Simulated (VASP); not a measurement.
Runs of VASP 6.6.1 on InAs. The structure is cubic, space group F-43m (No. 216). The conventional cell has a = 6.189 Å, b = 6.189 Å, c = 6.189 Å, α = 90.00°, β = 90.00°, γ = 90.00°. In (site symmetry -43m) has 4 As at 2.68 Å as nearest neighbours. As (site symmetry -43m) has 4 In at 2.68 Å as nearest neighbours. 

| task | level | spin | cell | k mesh | cutoff (eV) | gap on the mesh (eV) | pressure (GPa) | relaxed volume (Å³/atom) |
| --- | --- | --- | --- | --- | --- | --- | --- | --- |
| relaxation of cell and atoms | PBEsol | off | relaxed | 6 × 6 × 6 | 600 | none | 0.0 | 28.29 |
| single point | PBE | off | F-43m, 29.63 Å³/atom | 6 × 6 × 6 | 520 | none | 0.0 | - |
| single point | PBE | non-collinear, zero start, SOC | F-43m, 28.5 Å³/atom | 8 × 8 × 8 | 520 | - | 2.0 | - |
| relaxation of cell and atoms | PBE | off | relaxed | 6 × 6 × 6 | 600 | none | 0.0 | 29.66 |
| single point | PBEsol | off | F-43m, 28.23 Å³/atom | 6 × 6 × 6 | 520 | none | (a) | - |

Alike in all rows: potentials or basis VASP PAW PBE potentials, release 64 (In_d, As); smearing fermi-dirac 0.02 eV.

Q: Fill in the values left out.

A: (a) 0.1.

Caveats: this crystal is a semiconductor, whose small gap the functional closes, so the metal is an error of the method (some runs); the PAW data sets were made with another functional, which shifts forces and pressure a little (some runs).

A k mesh can miss the band edges, and rows without SOC leave out spin-orbit coupling on As, In.

A gap of «none» marks a metal or a gap under the smearing width.
